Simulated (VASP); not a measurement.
An input for Ansatz (written as the equivalent of a VASP run, and not itself run):

Ansatz 0.2 input:
```yaml
crystal:
  lattice:
    - [0.0000000, 2.8458000, 2.8458000]
    - [2.8458000, 0.0000000, 2.8458000]
    - [2.8458000, 2.8458000, 0.0000000]
  atoms:
    - { symbol: Ca, position: [0.0000000, 0.0000000, 0.0000000] }
kpoints:
  mp_grid: { grid: [10, 10, 10] }
hamiltonian:
  xc: pbe
  pseudopotentials: { kind: paw }
scf:
  occupations: { method: methfessel_paxton, width: 0.1 }
  max_iter: 100
output: { forces: true, stress: true, eigenvalues: true }
```

Task: Write the VASP files for the same calculation (PBE).

Result: This is not unique; one that fits is 
KPOINTS:
```
Automatic mesh
0
Gamma
10 10 10
0 0 0
```

### INCAR
```
SYSTEM = Ca
PREC = Accurate; ENCUT = 400; LREAL = F
LASPH = T
EDIFF = 1E-6; NELM = 100; ALGO = Normal
IMIX = 4; AMIX = 0.6; BMIX = 3.0
ISMEAR = 1; SIGMA = 0.1
GGA = PE
ISIF = 2
LWAVE = F; LCHARG = F
```

POSCAR:
```
Ca
4.0245690
  0.0000000000   0.7071067734   0.7071067734
  0.7071067734   0.0000000000   0.7071067734
  0.7071067734   0.7071067734   0.0000000000
Ca
1
Cartesian
  0.0000000000   0.0000000000   0.0000000000
```

POTCAR, in this order: Ca_sv (PBE.64 set). Program: vasp_std.

The two are equivalent in intent, not identical: each code has its own PAW files, so the cut-off isn't converted (ENCUT is set for VASP's; basis.ecutwfc is left out, and Ansatz then takes the one that its files recommend); Ansatz stops its SCF on the density residual and VASP on the energy change (EDIFF).

The compound is Ca in the fcc structure. The cell was not relaxed at this level. The run is one of a series of settings (AMIX = 0.6, BMIX = 3.0, IMIX = 4 against the base run), some of them coarse on purpose.
